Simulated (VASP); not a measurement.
## WSe2: lattice, stiffness and zone-centre modes

What lattice, stiffness and vibrations does WSe2 have at one level of theory? The starting structure is a measured crystal structure from the Crystallography Open Database. All runs use PBEsol + D3(BJ).

Program: VASP 6.6.1. Level of theory: Kohn-Sham DFT with plane waves and PAW; PBEsol + D3(BJ). Results are calculated unless marked as measured.

### Step 1. The structure

Symmetry: P6_3/mmc, No. 194, hexagonal system. The conventional cell has a = 3.282 Å, b = 3.282 Å, c = 12.960 Å, α = 90.00°, β = 90.00°, γ = 120.00°. Nearest to W lie 6 Se at 2.53 Å. Nearest to Se lie 3 W at 2.53 Å. Farther neighbours and most contacts between anions are not listed.

Structure file:

```cif
data_structure
_symmetry_space_group_name_H-M 'P6_3/mmc'
_symmetry_Int_Tables_number 194
_cell_length_a 3.2820
_cell_length_b 3.2820
_cell_length_c 12.9600
_cell_angle_alpha 90.000
_cell_angle_beta 90.000
_cell_angle_gamma 120.000
_cell_volume 120.90
loop_
_atom_site_label
_atom_site_type_symbol
_atom_site_symmetry_multiplicity
_atom_site_Wyckoff_symbol
_atom_site_fract_x
_atom_site_fract_y
_atom_site_fract_z
_atom_site_occupancy
W1 W 2 c 0.66667 0.33333 0.75000 1
Se1 Se 4 f 0.66667 0.33333 0.37890 1
```

### Step 2. Relaxation

This run starts from the cell of an earlier relaxation, which isn't shown; the restart sets up the plane waves anew.

The input, INCAR:

```
SYSTEM = WSe2
PREC = Accurate
ENCUT = 500
EDIFF = 1E-07
NELM = 100
ISMEAR = 0
SIGMA = 0.03
LREAL = .FALSE.
ALGO = Normal
GGA = PS
IVDW = 12
NBANDS = 24
LASPH = .TRUE.
LORBIT = 11
LWAVE = .FALSE.
LCHARG = .FALSE.
KPAR = 8
IBRION = 2
NSW = 50
ISIF = 3
EDIFFG = -0.002
```

The input, POSCAR:

```
WSe2
1.0
    3.2282781584      0.0000000000      0.0000000000
   -1.6141390792      2.7957708956      0.0000000000
    0.0000000000      0.0000000000     12.4127871540
W Se
2 4
Direct
    0.6666666667      0.3333333333      0.7500000000
    0.3333333333      0.6666666667      0.2500000000
    0.6666666667      0.3333333333      0.3854674010
    0.3333333333      0.6666666667      0.8854674010
    0.6666666667      0.3333333333      0.1145325990
    0.3333333333      0.6666666667      0.6145325990
```

The input, KPOINTS:

```
Automatic mesh
0
Gamma
9 9 2
0 0 0
```

The projector-augmented-wave data sets are W and Se (PBE family, release 64).

Started as:

```console
$ mpirun -np 8 vasp_std
```

What it wrote:

```text
[banner, memory and clock lines left out]
running    8 mpi-ranks, on    1 nodes
 distrk:  each k-point on    1 cores,    8 groups
 distr:  one band on    1 cores,    1 groups

 POSCAR found type information on POSCAR W Se
 POSCAR found :  2 types and       6 ions
|                                                                             |
|           W    W    AA    RRRRR   N    N  II  N    N   GGGG   !!!           |
|           W    W   A  A   R    R  NN   N  II  NN   N  G    G  !!!           |
|           W    W  A    A  R    R  N N  N  II  N N  N  G       !!!           |
|           W WW W  AAAAAA  RRRRR   N  N N  II  N  N N  G  GGG   !            |
|           WW  WW  A    A  R   R   N   NN  II  N   NN  G    G                |
|           W    W  A    A  R    R  N    N  II  N    N   GGGG   !!!           |
|                                                                             |
|     For optimal performance we recommend to set                             |
|       NCORE = 2 up to number-of-cores-per-socket                            |
|     NCORE specifies how many cores store one orbital (NPAR=cpu/NCORE).      |
|     This setting can greatly improve the performance of VASP for DFT.       |
|     The default, NCORE=1 might be grossly inefficient on modern             |
|     multi-core architectures or massively parallel machines. Do your        |
|     Unfortunately you need to use the default for GW and RPA                |
|     calculations (for HF NCORE is supported but not extensively tested      |
|     yet).                                                                   |
|                                                                             |

|                                                                             |
|               ----> ADVICE to this user running VASP <----                  |
|                                                                             |
|     You enforced a specific xc type in the INCAR file but a different       |
|     [... a line on the potential file left out ...]
|     I HOPE YOU KNOW WHAT YOU ARE DOING!                                     |
|                                                                             |

 LDA part: xc-table for (Slater+PW92), standard interpolation
 POSCAR, INCAR and KPOINTS ok, starting setup
 FFT: planning ... GRIDC
 FFT: planning ... GRID_SOFT
 FFT: planning ... GRID
 WAVECAR not read
 entering main loop
       N       E                     dE             d eps       ncg     rms          rms(c)
DAV:   1     0.179461354586E+03    0.17946E+03   -0.15559E+04  1152   0.128E+03
DAV:   2    -0.338781717622E+02   -0.21334E+03   -0.20504E+03  1568   0.268E+02
DAV:   3    -0.482329617843E+02   -0.14355E+02   -0.14235E+02  1576   0.681E+01
DAV:   4    -0.484782333596E+02   -0.24527E+00   -0.24493E+00  1496   0.975E+00
DAV:   5    -0.484830214473E+02   -0.47881E-02   -0.47825E-02  1584   0.117E+00    0.340E+01
DAV:   6    -0.469987555238E+02    0.14843E+01   -0.62739E+00  1736   0.121E+01    0.141E+01
DAV:   7    -0.467519266434E+02    0.24683E+00   -0.38093E+00  1544   0.991E+00    0.775E+00
DAV:   8    -0.465697292151E+02    0.18220E+00   -0.63730E-01  1584   0.481E+00    0.604E-01
DAV:   9    -0.465681715974E+02    0.15576E-02   -0.57341E-02  1544   0.130E+00    0.399E-01
DAV:  10    -0.465671742782E+02    0.99732E-03   -0.65788E-03  1512   0.468E-01    0.211E-01
DAV:  11    -0.465671132052E+02    0.61073E-04   -0.75825E-04  1448   0.146E-01    0.134E-01
DAV:  12    -0.465670801415E+02    0.33064E-04   -0.23133E-04  1624   0.907E-02    0.397E-02
DAV:  13    -0.465670806389E+02   -0.49741E-06   -0.14321E-05  1552   0.214E-02    0.117E-02
DAV:  14    -0.465670802551E+02    0.38376E-06   -0.24379E-06  1656   0.830E-03    0.432E-03
DAV:  15    -0.465670803047E+02   -0.49561E-07   -0.15493E-07  1080   0.285E-03
   1 F= -.49431594E+02 E0= -.49431594E+02  d E =-.494316E+02
 curvature:   0.00 expect dE= 0.000E+00 dE for cont linesearch  0.000E+00
 trial: gam= 0.00000 g(F)=  0.287E-06 g(S)=  0.608E-06 ort = 0.000E+00 (trialstep = 0.100E+01)
 search vector abs. value=  0.895E-06
 reached required accuracy - stopping structural energy minimisation
```

It took 7.4 s on 8 MPI ranks of Intel Xeon 6975P-C (Granite Rapids), shared host; peak memory 2.2 GiB.

The logs omit lines about the potential files and the build; timing stands in the text.

OUTCAR, selected parts (step 2):

```text
ion  position               nearest neighbor table
   1  0.667  0.333  0.750-   4 2.51   6 2.51   4 2.51   6 2.51   4 2.51   6 2.51
   2  0.333  0.667  0.250-   3 2.51   5 2.51   3 2.51   5 2.51   3 2.51   5 2.51
   3  0.667  0.333  0.385-   2 2.51   2 2.51   2 2.51
   4  0.333  0.667  0.885-   1 2.51   1 2.51   1 2.51
   5  0.667  0.333  0.115-   2 2.51   2 2.51   2 2.51
   6  0.333  0.667  0.615-   1 2.51   1 2.51   1 2.51

  LATTYP: Found a hexagonal cell.
 ALAT       =     3.2282781584
 C/A-ratio  =     3.8450178532

 Subroutine GETGRP returns: Found 24 space group operations
 (whereof 12 operations were pure point group operations)

The static configuration has the point symmetry D_3d.
 The point group associated with its full space group is D_6h.

 Found     24 irreducible k-points:

   k-points           NKPTS =     24   k-points in BZ     NKDIM =     24   number of bands    NBANDS=     24

   dimension x,y,z NGX =    24 NGY =   24 NGZ =   96
   dimension x,y,z NGXF=    48 NGYF=   48 NGZF=  192

   ENCUT  =  500.0 eV  36.75 Ry    6.06 a.u.   5.89  5.89 22.63*2*pi/ulx,y,z

   NELECT =      36.0000    total number of electrons

 k-points in reciprocal lattice and weights: Automatic mesh
   0.00000000  0.00000000  0.00000000       0.006
   0.11111111  0.00000000  0.00000000       0.037
   0.22222222 -0.00000000  0.00000000       0.037
   0.33333333 -0.00000000  0.00000000       0.037
   0.44444444 -0.00000000  0.00000000       0.037
   0.11111111  0.11111111  0.00000000       0.037
   0.22222222  0.11111111  0.00000000       0.074
   0.33333333  0.11111111  0.00000000       0.074
   0.44444444  0.11111111  0.00000000       0.037
[...]
0.33333333  0.22222222  0.50000000       0.074
   0.33333333  0.33333333  0.50000000       0.012

 average (electrostatic) potential at core
       1 -39.5220       2 -39.5220       3 -52.3666       4 -52.3666       5 -52.3666
       6 -52.3666

 E-fermi :   6.2814

 k-point     1 :       0.0000    0.0000    0.0000
  band No.  band energies     occupation
    ...
     14       4.6494      2.00000
     15       4.6672      2.00000
     16       4.6672      2.00000
     17       5.3781      2.00000
     18       6.1336      2.00000
     19       8.8206      0.00000
     20       8.8206      0.00000
     21       8.8382      0.00000
     22       8.8382      0.00000
     23       8.9162      0.00000
    ...

 k-point     2 :       0.1111    0.0000    0.0000
  band No.  band energies     occupation
    ...
     14       4.3511      2.00000
     15       4.4985      2.00000
     16       4.7197      2.00000
     17       5.4341      2.00000
     18       5.7441      2.00000
     19       8.3236      0.00000
     20       8.5169      0.00000
     21       8.5499      0.00000
     22       8.6106      0.00000
     23       8.6562      0.00000
    ...

 k-point     3 :       0.2222   -0.0000    0.0000
  band No.  band energies     occupation
    ...
     14       4.0446      2.00000
     15       4.1726      2.00000
     16       4.6603      2.00000
     17       4.7858      2.00000
     18       4.8509      2.00000
     19       7.3910      0.00000
     20       8.0998      0.00000
     21       8.3555      0.00000
     22       8.4208      0.00000
     23       8.5644      0.00000
    ...

 Edisp (eV)   -2.86451

  Total      -0.00463    -0.00463    -0.00572     0.00000    -0.00000     0.00000
  in kB      -0.06618    -0.06618    -0.08186     0.00000    -0.00000     0.00000
  external pressure =       -0.07 kB  Pullay stress =        0.00 kB

  energy-cutoff  :      500.00
  volume of cell :      112.03
      direct lattice vectors                 reciprocal lattice vectors
     3.228278158  0.000000000  0.000000000     0.309762651  0.178841550  0.000000000
    -1.614139079  2.795770896  0.000000000     0.000000000  0.357683100  0.000000000
     0.000000000  0.000000000 12.412787154     0.000000000  0.000000000  0.080562084

 POSITION                                       TOTAL-FORCE (eV/Angst)
 -----------------------------------------------------------------------------------
      1.61414      0.93192      9.30959         0.000000     -0.000000      0.000000
     -0.00000      1.86385      3.10320        -0.000000      0.000000      0.000000
      1.61414      0.93192      4.78472         0.000000     -0.000000     -0.001220
     -0.00000      1.86385     10.99112        -0.000000      0.000000     -0.001220
      1.61414      0.93192      1.42167         0.000000     -0.000000      0.001220
     -0.00000      1.86385      7.62806        -0.000000      0.000000      0.001220
 -----------------------------------------------------------------------------------
    total drift:                               -0.000000      0.000000     -0.000000

  FREE ENERGIE OF THE ION-ELECTRON SYSTEM (eV)
  ---------------------------------------------------
  free  energy   TOTEN  =       -49.4315942846 eV

  energy  without entropy=      -49.4315942846  energy(sigma->0) =      -49.43159428

 reached required accuracy - stopping structural energy minimisation

 total charge
# of ion       s       p       d       tot
------------------------------------------
    1        0.547   0.652   4.285   5.485
    2        0.547   0.652   4.285   5.485
    3        1.479   2.353   0.079   3.911
    4        1.479   2.353   0.079   3.911
    5        1.479   2.353   0.079   3.911
    6        1.479   2.353   0.079   3.911
--------------------------------------------------
tot          7.011  10.718   8.885  26.613

[... 3 further parts left out ...]
```

CONTCAR:

```
WSe2
   1.00000000000000
     3.2282781584000002    0.0000000000000000    0.0000000000000000
    -1.6141390792000001    2.7957708956000000    0.0000000000000000
     0.0000000000000000    0.0000000000000000   12.4127871540000001
  W               Se
     2     4
Direct
     0.6666666667000030    0.3333333332999970    0.7500000000000000
     0.3333333332999970    0.6666666667000030    0.2500000000000000
     0.6666666667000030    0.3333333332999970    0.3854674009999997
     0.3333333332999970    0.6666666667000030    0.8854674009999997
     0.6666666667000030    0.3333333332999970    0.1145325990000003
     0.3333333332999970    0.6666666667000030    0.6145325990000003
```

The PAW data sets were made with PBE, which is usual practice but a small mismatch for other functionals. The data set W keeps the semicore shell frozen, which is cheaper and a little less accurate. The run keeps the 24 symmetry operations of its start, so it cannot find a distortion of lower symmetry.

The relaxed cell holds 18.672 Å³ an atom, with a = 3.228 Å (-1.6 % against the database cell) and c = 12.413 Å (-4.2 % against the database cell). Pressures at 0.985 and 1.015 times this volume, from two more relaxations that aren't shown, give a bulk modulus of 70.3 GPa.

### Step 3. Elastic constants

The input, INCAR:

```
SYSTEM = WSe2
PREC = Accurate
ENCUT = 700
EDIFF = 1E-08
NELM = 100
ISMEAR = 0
SIGMA = 0.03
LREAL = .FALSE.
ALGO = Normal
GGA = PS
IVDW = 12
NBANDS = 24
LASPH = .TRUE.
LORBIT = 11
LWAVE = .FALSE.
LCHARG = .FALSE.
KPAR = 8
IBRION = 6
NFREE = 2
POTIM = 0.015
ISIF = 3
NSW = 1
```

POSCAR is that of step 2.

KPOINTS is that of step 2.

Started as:

```console
$ mpirun -np 8 vasp_std
```

What it wrote:

```text
[banner, memory and clock lines left out]
running    8 mpi-ranks, on    1 nodes
[...]
[... a notice as in an earlier step ...]

 [... a notice as in an earlier step ...]

 LDA part: xc-table for (Slater+PW92), standard interpolation
 POSCAR, INCAR and KPOINTS ok, starting setup
[...]
entering main loop
       N       E                     dE             d eps       ncg     rms          rms(c)
DAV:   1     0.226921973252E+03    0.22692E+03   -0.19008E+04  1152   0.169E+03
DAV:   2    -0.264875843784E+02   -0.25341E+03   -0.24406E+03  1504   0.311E+02
DAV:   3    -0.480439183860E+02   -0.21556E+02   -0.21248E+02  1584   0.803E+01
DAV:   4    -0.484747708378E+02   -0.43085E+00   -0.42954E+00  1480   0.128E+01
[...]
DAV:  17    -0.465694104081E+02   -0.11008E-07   -0.11550E-08  1040   0.720E-04    0.454E-04
DAV:  18    -0.465694103975E+02    0.10572E-07   -0.35352E-09   912   0.347E-04    0.220E-04
DAV:  19    -0.465694104004E+02   -0.29083E-08   -0.10688E-09   840   0.207E-04
[...]
2 F= -.49413070E+02 E0= -.49413070E+02  d E =-.165038E-11
   3 F= -.49411037E+02 E0= -.49411037E+02  d E =-.330940E-12
   4 F= -.49412985E+02 E0= -.49412985E+02  d E =-.150630E-14
   5 F= -.49411138E+02 E0= -.49411138E+02  d E =-.116784E-17
   6 F= -.49408196E+02 E0= -.49408196E+02  d E =-.190536E-16
   7 F= -.49406707E+02 E0= -.49406707E+02  d E =-.840445E-12
   8 F= -.49425776E+02 E0= -.49425776E+02  d E =-.796770E-12
   9 F= -.49425776E+02 E0= -.49425776E+02  d E =-.798046E-12
  10 F= -.49421273E+02 E0= -.49421273E+02  d E =-.465911E-14
  11 F= -.49421273E+02 E0= -.49421273E+02  d E =-.465881E-14
  12 F= -.49421274E+02 E0= -.49421274E+02  d E =-.602038E-14
  13 F= -.49421274E+02 E0= -.49421274E+02  d E =-.602070E-14
  14 F= -.49431707E+02 E0= -.49431707E+02  d E =-.975336E-15
  15 F= -.49431707E+02 E0= -.49431707E+02  d E =-.974397E-15
  16 F= -.49430486E+02 E0= -.49430486E+02  d E =-.661191E-14
  17 F= -.49430486E+02 E0= -.49430486E+02  d E =-.660460E-14
  18 F= -.49432850E+02 E0= -.49432850E+02  d E =-.190557E-14
  19 F= -.49432850E+02 E0= -.49432850E+02  d E =-.190642E-14
  20 F= -.49431955E+02 E0= -.49431955E+02  d E =-.605739E-13
  21 F= -.49431960E+02 E0= -.49431960E+02  d E =-.188566E-15
 Finite differences progress:
  Degree of freedom:  10/ 10
  Displacement:        2/  2
  Total:              20/ 20
```

Elapsed: 5.7 min, on 8 MPI ranks; peak memory 6 GiB.

OUTCAR, selected parts (step 3):

```text
 Edisp (eV)   -2.86476

 Edisp (eV)   -2.86427

  Total       0.19052     0.19052     0.43545     0.00000     0.00000     0.00000
  in kB       2.72460     2.72460     6.22737     0.00000     0.00000     0.00000
  external pressure =        3.89 kB  Pullay stress =        0.00 kB

 POSITION                                       TOTAL-FORCE (eV/Angst)
 -----------------------------------------------------------------------------------
      1.61414      0.93192      9.30959         0.000000      0.000000     -0.000910
     -0.00000      1.86385      3.10320         0.000000      0.000000     -0.229469
      1.61414      0.93192      4.76972        -0.000000      0.000000      0.265742
     -0.00000      1.86385     10.99112        -0.000000     -0.000000     -0.001453
      1.61414      0.93192      1.42167        -0.000000      0.000000     -0.025386
     -0.00000      1.86385      7.62806         0.000000     -0.000000     -0.008524
 -----------------------------------------------------------------------------------
    total drift:                                0.000000     -0.000000      0.000029

  FREE ENERGIE OF THE ION-ELECTRON SYSTEM (eV)
  ---------------------------------------------------
  free  energy   TOTEN  =       -49.4319597083 eV

  energy  without entropy=      -49.4319597083  energy(sigma->0) =      -49.43195971

[... 1 part as in an earlier step ...]

[... 2 further parts left out ...]
[key lines of the parts left out:]
E-fermi :   6.2972
```

The last energy, forces and stress in OUTCAR belong to the last displaced cell, not to that of POSCAR.

The elastic tensor has C11 = 228.5, C12 = 41.3, C44 = 38.5 GPa, among others; its Hill averages are a bulk modulus of 75.9 and a shear modulus of 60.4 GPa.

(Part 1 of 2 ends here.)

[Lines on the potential files, build, host, timing and source positions are cut from VASP's logs without a mark.]

[Logs are printed without paths, hosts, clocks, repeated set-up lines and the standing remarks that a program may print on its own settings, such as how far it seeks lower states.]

[Hosts, paths, dates, database ids (printed as entryN), source tags and the programs' standing remarks are cut or masked in the printed files.]
